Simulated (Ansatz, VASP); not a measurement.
Two plane-wave programs on Al16NO

```
CELL_PARAMETERS angstrom
8.10000 0.00000 0.00000
0.00000 5.72757 0.00000
0.00000 0.00000 15.29567
ATOMIC_POSITIONS crystal
Al 0.25000 0.25000 0.06538
Al 0.75000 0.25000 0.06538
Al 0.25000 0.75000 0.06538
Al 0.75000 0.75000 0.06538
Al 0.99922 0.00122 0.14735
Al 0.49749 0.00134 0.15454
Al 0.99923 0.49878 0.14737
Al 0.49749 0.49863 0.15451
Al 0.23959 0.25002 0.25115
Al 0.75547 0.24998 0.24180
Al 0.25165 0.75001 0.24195
Al 0.74850 0.74998 0.24727
Al 0.99849 0.97762 0.33460
Al 0.50566 0.98381 0.34065
Al 0.99850 0.52236 0.33463
Al 0.50560 0.51605 0.34057
N 0.11080 0.24998 0.35542
O 0.51316 0.24999 0.39640
```

Alike in both runs: functional PBE; k mesh 2 × 3 × 1; occupations gaussian, width 0.05 eV; no spin polarisation.

Ansatz relaxed the structure, and its values are those at the end. VASP's run is a single point on that final structure, the one shown.

|  | VASP | Ansatz |
| --- | --- | --- |
| version | VASP 6.6.1 | Ansatz 0.2.0 |
| potentials or method | VASP PAW PBE potentials, release 64 (Al, N, O) | scalar-relativistic, plane waves, PAW |
| plane-wave cutoff (eV) | 520 | 420 |
| valence electrons in the cell | 59 | 59 |

```csv
,VASP,Ansatz,Ansatz less VASP
rms of the force components (eV/Å),0.055,0.054,-0.0005
```

Caveats: the k mesh is coarse (spacing up to 0.39 Å⁻¹), so the values aren't converged; an odd number of electrons without spin polarisation forces a metal; a magnetic or distorted state may lie lower.
